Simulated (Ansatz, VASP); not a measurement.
**TeAs: VASP beside Ansatz**

The input INCAR:

```
SYSTEM = TeAs
PREC = Accurate ; ENCUT = 520
EDIFF = 1E-7 ; ISMEAR = 0
SIGMA = 0.15 ; LREAL = .FALSE.
LASPH = .TRUE. ; NELM = 100
ALGO = Normal ; ISIF = 2
LWAVE = .FALSE. ; LCHARG = .FALSE.
NBANDS = 12
```

Contents of KPOINTS:

```
Automatic mesh
0
G
  14 14 14
  0 0 0
```

File POSCAR:

```
TeAs
1.0
    0.0000000000      2.9676670000      2.9676670000
    2.9676670000      0.0000000000      2.9676670000
    2.9676670000      2.9676670000      0.0000000000
Te As
1 1
Direct
    0.5000000000      0.5000000000      0.5000000000
    0.0000000000      0.0000000000      0.0000000000
```

Input for Ansatz:

```yaml
crystal:
  lattice:
    - [0.0, 2.967667, 2.967667]
    - [2.967667, 0.0, 2.967667]
    - [2.967667, 2.967667, 0.0]
  atoms:
    - { symbol: Te, position: [0.5, 0.5, 0.5] }
    - { symbol: As, position: [0.0, 0.0, 0.0] }
basis:
  ecutwfc: 420
kpoints:
  mp_grid: { grid: [14, 14, 14] }
hamiltonian:
  xc: lda
scf:
  occupations: { method: gaussian, width: 0.15 }
output:
  forces: true
  stress: true
  eigenvalues: true
```

The cell comes from a database or a generator and needn't be the stable form of this composition.

Alike in both runs: task single point; functional LDA; k mesh 14 × 14 × 14; occupations gaussian, width 0.15 eV; no spin polarisation.

|  | VASP | Ansatz |
| --- | --- | --- |
| version | VASP 6.6.1 | Ansatz 0.2.0 |
| potentials or method | VASP PAW LDA potentials, release 64 (Te, As) | scalar-relativistic, plane waves, PAW |
| plane-wave cutoff (eV) | 520 | 420 |
| valence electrons in the cell | 11 | 31 |

```tsv
	VASP	Ansatz	Ansatz less VASP
gap on the k mesh at the Fermi level (eV)	none	none	-
pressure (GPa)	-4.0	-4.1	-0.10
```

A gap of «none» marks a metal or a gap that the smearing closes. The two sets of potentials don't hold the same shells in valence.

The runs have no spin-orbit coupling, so splittings on Te are missing.
